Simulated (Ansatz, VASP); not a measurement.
# AlFe: VASP beside Ansatz

Wanted: the spread between two codes on one cell, functional and k mesh. The cell is invented: As first built, before any earlier steps moved the atoms: it takes the AlCo structure with some of its atoms replaced by other elements, volume scaled by an estimate. It may not be a known or stable phase. The cell comes out of the VASP series on this material, whose earlier steps may have relaxed, scaled or displaced it; both programs get it as it stands.

Method: plane waves, with VASP 6.6.1 beside it; relaxation of cell and atoms at LDA and zone-centre phonons at LDA, in Ansatz 0.2.0.

## 1. Set-up

Symmetry: Pm-3m, No. 221, cubic system. Conventional cell: a = 2.813 Å, b = 2.813 Å, c = 2.813 Å, α = 90.00°, β = 90.00°, γ = 90.00°. Nearest to Fe lie 8 Al at 2.44 Å. Nearest to Al lie 8 Fe at 2.44 Å. As first built, before any earlier steps moved the atoms: sites of the AlCo structure (space group 221) filled with other elements, volume scaled by an estimate. Farther neighbours are not listed.

Structure file:

```
Fe Al
1.0
     2.81269    0.00000    0.00000
     0.00000    2.81269    0.00000
     0.00000    0.00000    2.81269
Fe Al
1 1
Direct
  0.50000 0.50000 0.50000
  0.00000 0.00000 0.00000
```

## 2. VASP: relaxation of cell and atoms, LDA

The relaxed volume is the usual yardstick between codes: its relative difference is about their pressure difference at one cell divided by the bulk modulus.

Lines of VASP's logs that name or quote its potential files are left out, and so is its time.

Contents of INCAR:

```
SYSTEM = AlFe
PREC = Accurate
ENCUT = 400
EDIFF = 1E-06
NELM = 100
ISMEAR = 1
SIGMA = 0.2
LREAL = .FALSE.
ALGO = Normal
GGA = CA
NBANDS = 12
ISPIN = 2
MAGMOM = 3 0
LMAXMIX = 4
LORBIT = 11
LWAVE = .FALSE.
LCHARG = .FALSE.
IBRION = 2
NSW = 60
ISIF = 3
EDIFFG = -0.01
```

Contents of POSCAR:

```
AlFe
1.0
    2.8126868900      0.0000000000      0.0000000000
    0.0000000000      2.8126868900      0.0000000000
    0.0000000000      0.0000000000      2.8126868900
Fe Al
1 1
Direct
    0.5000000000      0.5000000000      0.5000000000
    0.0000000000      0.0000000000      0.0000000000
```

Contents of KPOINTS:

```
Automatic mesh
0
Gamma
8 8 8
0 0 0
```

The projector-augmented-wave data sets are Fe and Al (LDA family, release 64).

Launch:

```bash
mpirun -np 1 vasp_std
```

Numbers of over 12 decimals in the logs are rounded to 6 here.

The log of the run:

```text
[banner, memory and clock lines left out]
running    1 mpi-ranks, on    1 nodes
 distrk:  each k-point on    1 cores,    1 groups
 distr:  one band on    1 cores,    1 groups

 POSCAR found type information on POSCAR FeAl
 POSCAR found :  2 types and       2 ions
 LDA part: xc-table for (Slater(with rela. corr.)+CA(PZ))
 , standard interpolation
 POSCAR, INCAR and KPOINTS ok, starting setup
 FFT: planning ... GRIDC
 FFT: planning ... GRID_SOFT
 FFT: planning ... GRID
 WAVECAR not read
 entering main loop
       N       E                     dE             d eps       ncg     rms          rms(c)
DAV:   1     0.274341811934E+02    0.27434E+02   -0.40097E+03  1720   0.788E+02
DAV:   2    -0.144554804330E+02   -0.41890E+02   -0.38353E+02  1708   0.153E+02
DAV:   3    -0.156196063042E+02   -0.11641E+01   -0.11465E+01  2104   0.316E+01
DAV:   4    -0.156353830678E+02   -0.15777E-01   -0.15770E-01  1868   0.322E+00
DAV:   5    -0.156357722130E+02   -0.38915E-03   -0.38911E-03  2100   0.572E-01    0.168E+01
DAV:   6    -0.173514841611E+02   -0.17157E+01   -0.46087E+01  1892   0.992E+01    0.160E+01
DAV:   7    -0.143795352916E+02    0.29719E+01   -0.25835E+01  1900   0.644E+01    0.285E+00
DAV:   8    -0.143318830970E+02    0.47652E-01   -0.20538E-01  2204   0.489E+00    0.144E+00
DAV:   9    -0.143159526069E+02    0.15930E-01   -0.34175E-02  2136   0.219E+00    0.743E-01
DAV:  10    -0.143129201905E+02    0.30324E-02   -0.20444E-03  2104   0.423E-01    0.321E-01
DAV:  11    -0.143125185405E+02    0.40165E-03   -0.15198E-04  2136   0.158E-01    0.156E-01
DAV:  12    -0.143124943055E+02    0.24235E-04   -0.10677E-04  2116   0.126E-01    0.415E-02
DAV:  13    -0.143125000347E+02   -0.57292E-05   -0.13756E-05  1956   0.389E-02    0.320E-02
DAV:  14    -0.143124941997E+02    0.58350E-05   -0.75313E-07  1000   0.115E-02    0.807E-03
DAV:  15    -0.143124938308E+02    0.36887E-06   -0.14634E-07   984   0.421E-03
   1 F= -.14312494E+02 E0= -.14312750E+02  d E =-.143125E+02  mag=     0.7276
 curvature:   0.00 expect dE= 0.000E+00 dE for cont linesearch  0.000E+00
 trial: gam= 0.00000 g(F)=  0.000E+00 g(S)=  0.185E-02 ort = 0.000E+00 (trialstep = 0.100E+01)
 search vector abs. value=  0.185E-02
 bond charge predicted
       N       E                     dE             d eps       ncg     rms          rms(c)
DAV:   1    -0.143298118529E+02   -0.17318E-01   -0.26704E-01  1816   0.904E+00    0.122E+00
DAV:   2    -0.143433848953E+02   -0.13573E-01   -0.49901E-01  1888   0.101E+01    0.146E+00
DAV:   3    -0.143127113567E+02    0.30674E-01   -0.17064E-01  1868   0.609E+00    0.161E-01
DAV:   4    -0.143124351013E+02    0.27626E-03   -0.73000E-04  1756   0.201E-01    0.937E-02
DAV:   5    -0.143123811397E+02    0.53962E-04   -0.10074E-04  2280   0.987E-02    0.188E-02
DAV:   6    -0.143123821984E+02   -0.10587E-05   -0.66805E-06  1508   0.260E-02    0.680E-03
DAV:   7    -0.143123826822E+02   -0.48377E-06   -0.48479E-07   984   0.830E-03
   2 F= -.14312383E+02 E0= -.14312599E+02  d E =0.111149E-03  mag=     0.7328
 trial-energy change:    0.000111  1 .order    0.000100   -0.001848    0.002048
 step:   0.4701(harm=  0.4743)  dis= 0.00000  next Energy=   -14.312927 (dE=-0.433E-03)
 bond charge predicted
       N       E                     dE             d eps       ncg     rms          rms(c)
DAV:   1    -0.143177830953E+02   -0.54009E-02   -0.74216E-02  1816   0.475E+00    0.646E-01
DAV:   2    -0.143213259860E+02   -0.35429E-02   -0.13381E-01  1880   0.527E+00    0.765E-01
DAV:   3    -0.143130152408E+02    0.83107E-02   -0.49199E-02  1872   0.321E+00    0.840E-02
DAV:   4    -0.143129324947E+02    0.82746E-04   -0.21556E-04  1748   0.112E-01    0.458E-02
DAV:   5    -0.143129175170E+02    0.14978E-04   -0.31821E-05  2328   0.605E-02    0.815E-03
DAV:   6    -0.143129177583E+02   -0.24131E-06   -0.52412E-07  1044   0.592E-03
   3 F= -.14312918E+02 E0= -.14313155E+02  d E =-.423927E-03  mag=     0.7302
 curvature:  -0.24 expect dE=-0.298E-06 dE for cont linesearch -0.298E-06
 trial: gam=-0.02540 g(F)=  0.409E-66 g(S)=  0.126E-05 ort = 0.482E-04 (trialstep = 0.894E+00)
 search vector abs. value=  0.955E-09
 reached required accuracy - stopping structural energy minimisation
```

OUTCAR, selected parts (step 2):

```text
ion  position               nearest neighbor table
   1  0.500  0.500  0.500-   2 2.44   2 2.44   2 2.44   2 2.44   2 2.44   2 2.44   2 2.44   2 2.44

  LATTYP: Found a simple cubic cell.
 ALAT       =     2.8126868900

 Subroutine GETGRP returns: Found 48 space group operations
 (whereof 48 operations were pure point group operations)

The static configuration has the point symmetry O_h .

 Found     35 irreducible k-points:

   k-points           NKPTS =     35   k-points in BZ     NKDIM =     35   number of bands    NBANDS=     12

   dimension x,y,z NGX =    18 NGY =   18 NGZ =   18
   dimension x,y,z NGXF=    36 NGYF=   36 NGZF=   36

   ENCUT  =  400.0 eV  29.40 Ry    5.42 a.u.   4.59  4.59  4.59*2*pi/ulx,y,z

   NELECT =      11.0000    total number of electrons

 k-points in reciprocal lattice and weights: Automatic mesh
   0.00000000  0.00000000  0.00000000       0.002
   0.12500000  0.00000000  0.00000000       0.012
   0.25000000  0.00000000  0.00000000       0.012
   0.37500000  0.00000000  0.00000000       0.012
   0.50000000  0.00000000  0.00000000       0.006
   0.12500000  0.12500000  0.00000000       0.023
   0.25000000  0.12500000  0.00000000       0.047
   0.37500000  0.12500000  0.00000000       0.047
   0.50000000  0.12500000  0.00000000       0.023
[...]
0.50000000  0.50000000  0.37500000       0.012
   0.50000000  0.50000000  0.50000000       0.002

 average (electrostatic) potential at core
       1 -40.6712       2 -68.7478

 E-fermi :   8.4108

 spin component 1
 k-point     1 :       0.0000    0.0000    0.0000
  band No.  band energies     occupation
    ...
      2       5.6723      1.00000
      3       5.6723      1.00000
      4       8.1716      1.03532
      5       8.1716      1.03532
      6       8.1716      1.03532
      7      15.1199      0.00000
      8      15.1199      0.00000
      9      15.1199      0.00000
     10      18.1118      0.00000
     11      18.1118      0.00000
    ...

 k-point     2 :       0.1250    0.0000    0.0000
  band No.  band energies     occupation
    ...
      2       5.6460      1.00000
      3       5.7634      1.00000
      4       7.9901      1.00564
      5       7.9901      1.00564
      6       8.1920      1.03234
      7      13.1396      0.00000
      8      15.5533      0.00000
      9      15.5533      0.00000
     10      18.0186      0.00000
     11      19.9007      0.00000
    ...

 k-point     3 :       0.2500    0.0000    0.0000
  band No.  band energies     occupation
    ...
      2       5.2918      1.00000
      3       5.9938      1.00000
      4       7.6002      1.00000
      5       7.6002      1.00000
      6       8.2402      1.00241
      7      10.7996     -0.00000
      8      16.7069      0.00000
      9      16.7069      0.00000
     10      17.7628      0.00000
     11      21.7957      0.00000
    ...

 k-point     4 :       0.3750    0.0000    0.0000
  band No.  band energies     occupation
    ...
      2       4.0350      1.00000
      3       6.2414      1.00000
      4       7.2610      1.00000
      5       7.2610      1.00000
      6       8.2889      0.92412
      7       9.6467     -0.00000
      8      17.4594      0.00000
      9      18.3345      0.00000
     10      18.3345      0.00000
     11      22.9034      0.00000
    ...

 k-point     5 :       0.5000    0.0000    0.0000
  band No.  band energies     occupation
    ...
      2       2.1935      1.00000
      3       6.3499      1.00000
      4       7.1317      1.00000
      5       7.1317      1.00000
      6       8.3093      0.87416
      7       9.4175     -0.00000
      8      17.3183      0.00000
      9      19.8633      0.00000
     10      19.8633      0.00000
     11      21.0378      0.00000
    ...

 k-point     6 :       0.1250    0.1250    0.0000
  band No.  band energies     occupation
    ...
      2       5.7156      1.00000
      3       5.7801      1.00000
      4       7.7792      1.00004
      5       7.9743      1.00424
      6       8.0541      1.01508
      7      13.1306      0.00000
      8      13.8877      0.00000
      9      15.9769      0.00000
     10      18.8779      0.00000
     11      21.0285      0.00000
    ...

  Total        0.0041676      0.0041676      0.0041676      0.0000000     -0.0000000      0.0000000
  in kB        0.2984486      0.2984486      0.2984486      0.0000000     -0.0000000      0.0000000
  external PRESSURE =       0.2984486 kB  Pullay stress =       0.0000000 kB

  energy-cutoff  :      400.00
  volume of cell :       22.37
      direct lattice vectors                 reciprocal lattice vectors
     2.817782759  0.000000000 -0.000000000     0.354888963 -0.000000000 -0.000000000
     0.000000000  2.817782759 -0.000000000    -0.000000000  0.354888963 -0.000000000
     0.000000000  0.000000000  2.817782759     0.000000000  0.000000000  0.354888963

 POSITION                                       TOTAL-FORCE (eV/Angst)
 -----------------------------------------------------------------------------------
      1.40889      1.40889      1.40889        -0.000000      0.000000      0.000000
      0.00000      0.00000      0.00000         0.000000     -0.000000      0.000000
 -----------------------------------------------------------------------------------
    total drift:                                0.000000     -0.000000      0.000000

  FREE ENERGIE OF THE ION-ELECTRON SYSTEM (eV)
  ---------------------------------------------------
  free  energy   TOTEN  =       -14.3129177583 eV

  energy  without entropy=      -14.3136298801  energy(sigma->0) =      -14.31315513

 reached required accuracy - stopping structural energy minimisation

 total charge
# of ion       s       p       d       tot
------------------------------------------
    1        0.457   0.545   6.570   7.572
    2        0.414   0.470   0.000   0.884
--------------------------------------------------
tot          0.870   1.015   6.570   8.456

 magnetization (x)
# of ion       s       p       d       tot
------------------------------------------
    1        0.001   0.012   0.727   0.740
    2       -0.006  -0.012   0.000  -0.018
--------------------------------------------------
tot         -0.005  -0.000   0.727   0.722

[... 6 further parts left out ...]
```

CONTCAR:

```
AlFe
   1.00000000000000
     2.8177827588690123    0.0000000000000000   -0.0000000000000000
     0.0000000000000000    2.8177827588690123   -0.0000000000000000
     0.0000000000000000    0.0000000000000000    2.8177827588690123
  Fe              Al
     1     1
Direct
     0.5000000000000000    0.5000000000000000    0.5000000000000000
     0.0000000000000000    0.0000000000000000    0.0000000000000000
```

(Part 1 of 2 ends here.)

[Lines on the potential files, build, host, timing and source positions are cut from VASP's logs without a mark.]

[Logs are printed without paths, hosts, clocks, repeated set-up lines and the standing remarks that a program may print on its own settings, such as how far it seeks lower states.]

[Hosts, paths, dates, database ids (printed as entryN), source tags and the programs' standing remarks are cut or masked in the printed files.]
